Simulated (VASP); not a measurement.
Consider the following.

```
Co
1.0
    1.24514    -2.15665     0.00000
    1.24514     2.15665     0.00000
    0.00000     0.00000     4.02320
Co
2
Direct
  0.33333   0.66667   0.25000
  0.66667   0.33333   0.75000
```

These are PBE GGA with spin-orbit coupling, VASP's PBE PAW potentials (set 64) (plane waves; VASP 6.6.1) values and carry that method's errors. Settings: 400 eV cut-off, 15×15×8 Γ-centred mesh, Gaussian smearing of 0.050 eV, potentials Co. Starting moments (MAGMOM): 0 0 1.6 0 0 1.6.

### Question
What does the run give for the energy per atom (σ→0), band gap (over mesh and band path) with the smallest direct gap where there is one?

### Answer

| Quantity | Result |
|---|---|
| band gap (over mesh and band path) | none (metal, semimetal or under 0.01 eV) |
| energy per atom (σ→0) | -679.8 kJ/mol-atom |

Total energies compare only between runs with the same potentials, cut-off and functional.

The compound is Co in the hcp structure. It was relaxed first.
